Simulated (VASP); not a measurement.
# Cl on Cu(100): which site?, part 6 of 7

Which site of Cu(100) does Cl prefer, and what does it do to the work function?

VASP 6.6.1, plane waves and PAW; the level of theory is named at each step.

So far. Step 8 (Potential and states with the adsorbate, site ontop): At the end the adsorbate's closest contact with the slab is Cl-Cu at 2.12 Å, nearly straight above the slab's atom, and its lowest atom lies 2.12 Å above the highest atom of the slab. Step 9 (Relaxing the adsorbate, site hollow): The run ended after 19 ionic steps, 0.965 eV below its first step, once the forces on the free atoms met EDIFFG = -0.03.

## 10. Potential and states with the adsorbate, site hollow

Level of this step: PBEsol, no spin polarisation; plane waves and PAW (Cu, Cl) (VASP).

INCAR reads:

```
SYSTEM = Cu16Cl
PREC = Normal
ENCUT = 330
EDIFF = 1E-06
NELM = 120
ISMEAR = 1
SIGMA = 0.15
LREAL = Auto
ALGO = Fast
GGA = PS
NBANDS = 113
LASPH = .TRUE.
LORBIT = 11
LWAVE = .FALSE.
LCHARG = .FALSE.
KPAR = 2
NCORE = 2
IDIPOL = 3
LDIPOL = .TRUE.
DIPOL = 0.5 0.5 0.513
LVHAR = .TRUE.
LVACPOTAV = .TRUE.
NEDOS = 1500
```

POSCAR reads:

```
Cu16Cl
1.0
    5.0400546950      0.0000000000      0.0000000000
    0.0000000000      5.0400546950      0.0000000000
    0.0000000000      0.0000000000     20.3457852786
Cu Cl
16 1
Selective dynamics
Direct
    0.2500000000      0.2500000000      0.3686267200  F F F
    0.7500000000      0.2500000000      0.3686267200  F F F
    0.2500000000      0.7500000000      0.3686267200  F F F
    0.7500000000      0.7500000000      0.3686267200  F F F
    0.0000000000      0.0000000000      0.4562089100  F F F
    0.5000000000      0.0000000000      0.4562089100  F F F
    0.0000000000      0.5000000000      0.4562089100  F F F
    0.5000000000      0.5000000000      0.4562089100  F F F
    0.2500000000      0.2500000000      0.5433143767  T T T
    0.7500000000      0.2500000000      0.5448828001  T T T
    0.2500000000      0.7500000000      0.5448828001  T T T
    0.7500000000      0.7500000000      0.5479609976  T T T
    0.9980382194      0.9980382194      0.6322080908  T T T
    0.5019617806      0.9980382194      0.6322080908  T T T
    0.9980382194      0.5019617806      0.6322080908  T T T
    0.5019617806      0.5019617806      0.6322080908  T T T
    0.2500000000      0.2500000000      0.7123639373  T T T
```

KPOINTS reads:

```
Automatic mesh
0
Gamma
5 5 1
0 0 0
```

PAW data sets: Cu and Cl (PBE family, release 64).

Started as:

```sh
$ mpirun -np 4 vasp_std
```

Log:

```text
[... set-up lines as in an earlier step ...]
 entering main loop
       N       E                     dE             d eps       ncg     rms          rms(c)
DAV:   1     0.157629205973E+04    0.15763E+04   -0.59669E+04  1356   0.149E+03
DAV:   2     0.136114231775E+03   -0.14402E+04   -0.13883E+04  1356   0.386E+02
DAV:   3    -0.648404757785E+02   -0.20095E+03   -0.18703E+03  1536   0.191E+02
DAV:   4    -0.820305440496E+02   -0.17190E+02   -0.16501E+02  1855   0.616E+01
[...]
RMM:  27    -0.673328415310E+02   -0.39931E-05   -0.25981E-07   926   0.249E-03    0.907E-04
RMM:  28    -0.673328444000E+02   -0.28690E-05   -0.18512E-07   924   0.237E-03    0.657E-04
RMM:  29    -0.673328448963E+02   -0.49636E-06   -0.84510E-08   866   0.156E-03
 [... a notice as in an earlier step ...]

   1 F= -.67332845E+02 E0= -.67327564E+02  d E =-.158428E-01
 [... a notice as in an earlier step ...]
```

The job ended after 32 s (4 MPI ranks of Intel Xeon 6975P-C (Granite Rapids), shared host; peak memory 0.78 GiB; 1.8 min of CPU time).

OUTCAR, selected parts (step 10):

```text
  Total       -5.8609590     -5.8609590     -1.7253977      0.0000000      0.0000000      0.0000000
  in kB      -18.1691375    -18.1691375     -5.3487812      0.0000000      0.0000000      0.0000000
  external PRESSURE =     -13.8956854 kB  Pullay stress =       0.0000000 kB

 POSITION                                       TOTAL-FORCE (eV/Angst)
 -----------------------------------------------------------------------------------
      1.26001      1.26001      7.50000         0.000000     -0.000000      0.198160
      3.78004      1.26001      7.50000         0.000000     -0.000000      0.148918
      1.26001      3.78004      7.50000         0.000000     -0.000000      0.148918
      3.78004      3.78004      7.50000         0.000000     -0.000000      0.174795
      0.00000      0.00000      9.28193        -0.072960     -0.072960     -0.171600
      2.52003      0.00000      9.28193         0.072960     -0.072960     -0.171600
      0.00000      2.52003      9.28193        -0.072960      0.072960     -0.171600
      2.52003      2.52003      9.28193         0.072960      0.072960     -0.171600
      1.26001      1.26001     11.05416         0.000000     -0.000000      0.010086
      3.78004      1.26001     11.08607         0.000000     -0.000000     -0.001519
      1.26001      3.78004     11.08607         0.000000     -0.000000     -0.001519
      3.78004      3.78004     11.14870         0.000000     -0.000000      0.002916
      5.03017      5.03017     12.86277         0.004054      0.004054     -0.002768
      2.52991      5.03017     12.86277        -0.004054      0.004054     -0.002768
[...]
-----------------------------------------------------------------------------------
    total drift:                                0.000000      0.000000     -0.072535

  FREE ENERGIE OF THE ION-ELECTRON SYSTEM (eV)
  ---------------------------------------------------
  free  energy   TOTEN  =       -67.3328448963 eV

  energy  without entropy=      -67.3170021048  energy(sigma->0) =      -67.32756397

[... 2 parts as in an earlier step ...]

[... 1 further part left out ...]
[key lines of the parts left out:]
E-fermi :   0.1112
```

Zero at the Fermi level. Planar average of the electrostatic potential against height:

height (Å), planar average of the electrostatic potential (eV) and a bar from the least value:
```
      0.0        4.8 ##############################
      0.5        4.7 ##############################
      1.0        4.7 ##############################
      1.5        4.7 ##############################
      2.0        4.7 ##############################
      2.5        4.7 ##############################
      3.0        4.7 ##############################
      3.5        4.7 ##############################
      4.0        4.7 ##############################
      4.5        4.6 ##############################
      5.0        4.6 ##############################
      5.5        4.4 #############################
      6.0        3.9 ############################
      6.5        2.0 #########################
      7.0       -6.7 ##########
      7.5      -12.7 
      8.0       -7.1 ##########
      8.5       -2.5 #################
      9.0      -11.0 ###
      9.5      -11.8 ##
     10.0       -3.3 ################
     10.5       -5.5 ############
     11.0      -12.6 
     11.5       -8.9 ######
     12.0       -1.9 ##################
     12.5       -9.6 #####
     13.0      -12.5 
     13.5       -4.5 ##############
     14.0       -0.8 ####################
     14.5       -2.2 ##################
     15.0        1.3 ########################
     15.5        4.2 #############################
     16.0        4.7 ##############################
     16.5        4.8 ##############################
     17.0        4.8 ##############################
     17.5        4.8 ##############################
     18.0        4.8 ##############################
     18.5        4.8 ##############################
     19.0        4.8 ##############################
     19.5        4.8 ##############################
     20.0        4.8 ##############################
```

The map of layer states is cut here 0.5 eV above the Fermi level, so it leaves out the states above that.

At the end the adsorbate's closest contact with the slab is Cl-Cu at 2.43 Å, 1.80 Å to the side of the slab's atom, and its lowest atom lies 1.63 Å above the highest atom of the slab.

VASP counts the dipole in electrons times Å, so a positive number points the physical dipole along −c.

The program warns that it found no field-free vacuum at its default tolerance, so these levels carry more doubt.

On this mesh the fine structure of the density of states is sampling noise, and high empty states may be cut by the number of bands.

## 11. Relaxing the adsorbate, site bridge

INCAR reads:

```
SYSTEM = Cu16Cl
PREC = Normal
ENCUT = 330
EDIFF = 1E-05
NELM = 120
ISMEAR = 1
SIGMA = 0.15
LREAL = Auto
ALGO = Fast
GGA = PS
NBANDS = 113
LASPH = .TRUE.
LORBIT = 11
LWAVE = .FALSE.
LCHARG = .FALSE.
KPAR = 2
NCORE = 2
IBRION = 2
NSW = 50
ISIF = 2
EDIFFG = -0.03
POTIM = 0.4
MAXMIX = 40
IDIPOL = 3
LDIPOL = .TRUE.
DIPOL = 0.5 0.5 0.512
```

POSCAR reads:

```
Cu16Cl
1.0
    5.0400546950      0.0000000000      0.0000000000
    0.0000000000      5.0400546950      0.0000000000
    0.0000000000      0.0000000000     20.3457852786
Cu Cl
16 1
Selective dynamics
Direct
    0.2500000000      0.2500000000      0.3686267200  F F F
    0.7500000000      0.2500000000      0.3686267200  F F F
    0.2500000000      0.7500000000      0.3686267200  F F F
    0.7500000000      0.7500000000      0.3686267200  F F F
    0.0000000000      0.0000000000      0.4562089100  F F F
    0.5000000000      0.0000000000      0.4562089100  F F F
    0.0000000000      0.5000000000      0.4562089100  F F F
    0.5000000000      0.5000000000      0.4562089100  F F F
    0.2500000000      0.2500000000      0.5450946900  T T T
    0.7500000000      0.2500000000      0.5450946900  T T T
    0.2500000000      0.7500000000      0.5450946900  T T T
    0.7500000000      0.7500000000      0.5450946900  T T T
    0.0000000000      0.0000000000      0.6307197000  T T T
    0.5000000000      0.0000000000      0.6307197000  T T T
    0.0000000000      0.5000000000      0.6307197000  T T T
    0.5000000000      0.5000000000      0.6307197000  T T T
    0.2500000000      0.0000000000      0.6995300200  T T T
```

KPOINTS is that of step 10.

Started as:

```sh
$ mpirun -np 4 vasp_std
```

Log:

```text
[... set-up lines as in an earlier step ...]
 entering main loop
       N       E                     dE             d eps       ncg     rms          rms(c)
DAV:   1     0.158791619614E+04    0.15879E+04   -0.59987E+04  2034   0.150E+03
DAV:   2     0.141426250609E+03   -0.14465E+04   -0.13936E+04  2034   0.387E+02
DAV:   3    -0.643723306083E+02   -0.20580E+03   -0.19240E+03  2337   0.193E+02
DAV:   4    -0.807281032764E+02   -0.16356E+02   -0.15724E+02  2739   0.622E+01
[...]
RMM:  24    -0.655920904457E+02   -0.26783E-04   -0.40070E-06  1203   0.126E-02    0.265E-03
RMM:  25    -0.655921029401E+02   -0.12494E-04   -0.16427E-06  1189   0.690E-03    0.158E-03
RMM:  26    -0.655921123021E+02   -0.93620E-05   -0.90385E-07  1157   0.544E-03
   1 F= -.65592112E+02 E0= -.65591561E+02  d E =-.655921E+02
[... from here on, the cycles between the ionic steps are left out ...]
   2 F= -.66745476E+02 E0= -.66745093E+02  d E =-.115336E+01
   3 F= -.66961527E+02 E0= -.66960861E+02  d E =-.136942E+01
   4 F= -.66962538E+02 E0= -.66961905E+02  d E =-.137043E+01
   5 F= -.67055094E+02 E0= -.67054480E+02  d E =-.925566E-01
   6 F= -.67118097E+02 E0= -.67117565E+02  d E =-.155559E+00
   7 F= -.67119075E+02 E0= -.67118552E+02  d E =-.156537E+00
   8 F= -.67148839E+02 E0= -.67148348E+02  d E =-.297635E-01
   9 F= -.67170178E+02 E0= -.67169428E+02  d E =-.511025E-01
  10 F= -.67172328E+02 E0= -.67171682E+02  d E =-.532526E-01
  11 F= -.67190594E+02 E0= -.67189703E+02  d E =-.182664E-01
  12 F= -.67195073E+02 E0= -.67193936E+02  d E =-.227453E-01
  13 F= -.67195274E+02 E0= -.67194180E+02  d E =-.229463E-01
  14 F= -.67202110E+02 E0= -.67200760E+02  d E =-.683566E-02
  15 F= -.67203862E+02 E0= -.67202300E+02  d E =-.858813E-02
  16 F= -.67205410E+02 E0= -.67203750E+02  d E =-.154763E-02
  17 F= -.67205535E+02 E0= -.67203744E+02  d E =-.167303E-02
  18 F= -.67205573E+02 E0= -.67203721E+02  d E =-.381050E-04
  19 F= -.67205592E+02 E0= -.67203743E+02  d E =-.573799E-04
[...]
reached required accuracy - stopping structural energy minimisation
```

Run time: 5.4 min. Hardware: 4 MPI ranks; peak memory 0.92 GiB; 20 min of CPU time.

From OUTCAR (step 11):

```text
  Total       -5.0561404     -5.5566924     -1.4476940      0.0000000      0.0000000      0.0000000
  in kB      -15.6741773    -17.2259026     -4.4878920      0.0000000      0.0000000      0.0000000
  external PRESSURE =     -12.4626573 kB  Pullay stress =       0.0000000 kB

 POSITION                                       TOTAL-FORCE (eV/Angst)
 -----------------------------------------------------------------------------------
      1.26001      1.26001      7.50000        -0.000000      0.015694      0.183362
      3.78004      1.26001      7.50000        -0.000000      0.020890      0.186186
      1.26001      3.78004      7.50000        -0.000000     -0.015694      0.183362
      3.78004      3.78004      7.50000        -0.000000     -0.020890      0.186186
      0.00000      0.00000      9.28193         0.066854     -0.000000     -0.222377
      2.52003      0.00000      9.28193        -0.066854     -0.000000     -0.222377
      0.00000      2.52003      9.28193        -0.131560     -0.000000     -0.178385
      2.52003      2.52003      9.28193         0.131560     -0.000000     -0.178385
      1.26001      1.25476     11.08145        -0.000000      0.007383     -0.016157
      3.78004      1.23653     11.09602        -0.000000     -0.014710      0.025224
      1.26001      3.78529     11.08145        -0.000000     -0.007383     -0.016157
      3.78004      3.80352     11.09602        -0.000000      0.014710      0.025224
      5.01084      0.00000     12.90349        -0.001398     -0.000000      0.011344
      2.54925      0.00000     12.90349         0.001398     -0.000000      0.011344
[...]
-----------------------------------------------------------------------------------
    total drift:                                0.000000      0.000000     -0.234712

  FREE ENERGIE OF THE ION-ELECTRON SYSTEM (eV)
  ---------------------------------------------------
  free  energy   TOTEN  =       -67.2055924942 eV

  energy  without entropy=      -67.2000426413  energy(sigma->0) =      -67.20374254

[... 2 parts as in an earlier step ...]

[... 2 further parts left out ...]
[key lines of the parts left out:]
E-fermi :  -0.0489
```

The run keeps the 4 symmetry operations of its start, so it cannot find a distortion of lower symmetry.

Step by step:

| step | energy less that of the first step (eV) | largest force (eV/Å) |
| --- | --- | --- |
| 1 | 0.0000 | 8.5280 |
| 2 | -1.1534 | 2.6252 |
| 3 | -1.3694 | 1.1034 |
| 4 | -1.3704 | 0.9567 |
| 5 | -1.4630 | 0.7897 |
| 6 | -1.5260 | 0.4499 |
| 7 | -1.5270 | 0.4683 |
| 8 | -1.5567 | 0.3196 |
| 9 | -1.5781 | 0.4359 |
| 10 | -1.5802 | 0.3763 |
| 11 | -1.5985 | 0.2216 |
| 12 | -1.6030 | 0.2166 |
| 13 | -1.6032 | 0.2016 |
| 14 | -1.6100 | 0.0860 |
| 15 | -1.6118 | 0.0958 |
| 16 | -1.6133 | 0.0561 |
| 17 | -1.6134 | 0.0638 |
| 18 | -1.6135 | 0.0309 |
| 19 | -1.6135 | 0.0292 |

The atoms that moved most (Å):

| atom | dx | dy | dz | length |
| --- | --- | --- | --- | --- |
| Cl17 | 0.000 | 0.000 | 0.505 | 0.505 |
| Cu13 | -0.029 | 0.000 | 0.071 | 0.077 |
| Cu14 | 0.029 | 0.000 | 0.071 | 0.077 |
| Cu15 | -0.010 | 0.000 | -0.043 | 0.044 |
| Cu16 | 0.010 | 0.000 | -0.043 | 0.044 |
| Cu10 | 0.000 | -0.023 | 0.006 | 0.024 |
| Cu12 | 0.000 | 0.023 | 0.006 | 0.024 |
| Cu11 | 0.000 | 0.005 | -0.009 | 0.010 |

The relaxed structure:

```xyz
17
Lattice="5.0401 0.0000 0.0000 0.0000 5.0401 0.0000 0.0000 0.0000 20.3458" Properties=species:S:1:pos:R:3
Cu    1.2600    1.2600    7.5000
Cu    3.7800    1.2600    7.5000
Cu    1.2600    3.7800    7.5000
Cu    3.7800    3.7800    7.5000
Cu    0.0000    0.0000    9.2819
Cu    2.5200    0.0000    9.2819
Cu    0.0000    2.5200    9.2819
Cu    2.5200    2.5200    9.2819
Cu    1.2600    1.2548   11.0814
Cu    3.7800    1.2365   11.0960
Cu    1.2600    3.7853   11.0814
Cu    3.7800    3.8035   11.0960
Cu   -0.0292    0.0000   12.9035
Cu    2.5492    0.0000   12.9035
Cu   -0.0103    2.5200   12.7898
Cu    2.5303    2.5200   12.7898
Cl    1.2600    0.0000   14.7379
```

The run ended after 19 ionic steps, 1.613 eV below its first step, once the forces on the free atoms met EDIFFG = -0.03.

(Part 6 of 7 ends here.)

[Lines on the potential files, build, host, timing and source positions are cut from VASP's logs without a mark.]

[Logs are printed without paths, hosts, clocks, repeated set-up lines and the standing remarks that a program may print on its own settings, such as how far it seeks lower states.]

[Hosts, paths, dates, database ids (printed as entryN), source tags and the programs' standing remarks are cut or masked in the printed files.]

[Runs that stopped without an error message from VASP are left out.]
